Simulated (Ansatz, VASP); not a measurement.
One calculation of CaAl4O, two programs

INCAR

```
ALGO = Normal
EDIFF = 1E-6
EDIFFG = -0.04
ENCUT = 600
GGA = PE
IBRION = 2
ISIF = 3
ISMEAR = 0
LASPH = True
LCHARG = False
LREAL = False
LWAVE = False
NELM = 60
NSW = 90
PREC = Accurate
SIGMA = 0.1
```

Contents of KPOINTS:

```
k-points
0
Gamma
  4 4 4
```

File POSCAR:

```
CaAl4O
1.0
    4.3935643300      0.0000000000      0.0000000000
    0.0000000000      4.3935643300      0.0000000000
    0.0000000000      0.0000000000      6.1955113000
Ca Al O
1 4 1
Direct
    0.5000000000      0.5000000000      0.5000000000
    0.5000000000      0.0000000000      0.7490356600
    0.0000000000      0.5000000000      0.2509643400
    0.5000000000      0.0000000000      0.2509643400
    0.0000000000      0.5000000000      0.7490356600
    0.0000000000      0.0000000000      0.0000000000
```

Input for Ansatz:

```yaml
crystal:
  lattice:
    - [4.39356433, 0.0, 0.0]
    - [0.0, 4.39356433, 0.0]
    - [0.0, 0.0, 6.1955113]
  atoms:
    - { symbol: Ca, position: [0.5, 0.5, 0.5] }
    - { symbol: Al, position: [0.5, 0.0, 0.74903566] }
    - { symbol: Al, position: [0.0, 0.5, 0.25096434] }
    - { symbol: Al, position: [0.5, 0.0, 0.25096434] }
    - { symbol: Al, position: [0.0, 0.5, 0.74903566] }
    - { symbol: O, position: [0.0, 0.0, 0.0] }
basis:
  ecutwfc: 420
kpoints:
  mp_grid: { grid: [4, 4, 4] }
hamiltonian:
  xc: pbe
scf:
  occupations: { method: gaussian, width: 0.1 }
  lower_state_search: "off"
output:
  forces: true
  stress: true
  eigenvalues: true
relax:
  adjacent_minimum: "off"
  f_tol: 0.04
  max_steps: 70
  cell: { stress_tol: 0.4 }
```

Change from the starting cell: species swapped into the Mg4SiGe type (P4/mmm, No. 123).

Alike in both runs: task relaxation of cell and atoms; functional PBE; k mesh 4 × 4 × 4; occupations gaussian, width 0.1 eV; no spin polarisation.

```csv
,VASP,Ansatz
version,VASP 6.6.1,Ansatz 0.2.0
potentials or method,"VASP PAW PBE potentials, release 64 (Ca_sv, Al, O)","scalar-relativistic, plane waves, PAW"
plane-wave cutoff (eV),600,420
valence electrons in the cell,28,28
```

Ansatz gave:

```
gap on the k mesh at the Fermi level, each at its own relaxed structure (eV) : none
relaxed volume (Å³/atom)                                                     : 20.02
relaxed cell length with the largest relative difference (Å)                 : 7.903
energy change over the relaxation (meV/atom)                                 : -669
```

Estimate VASP's values.

gap on the k mesh at the Fermi level, each at its own relaxed structure (eV): none; relaxed volume (Å³/atom): 19.93; relaxed cell length with the largest relative difference (Å): 7.864; energy change over the relaxation (meV/atom): -670.

A gap of «none» marks a metal or a gap that the smearing closes.
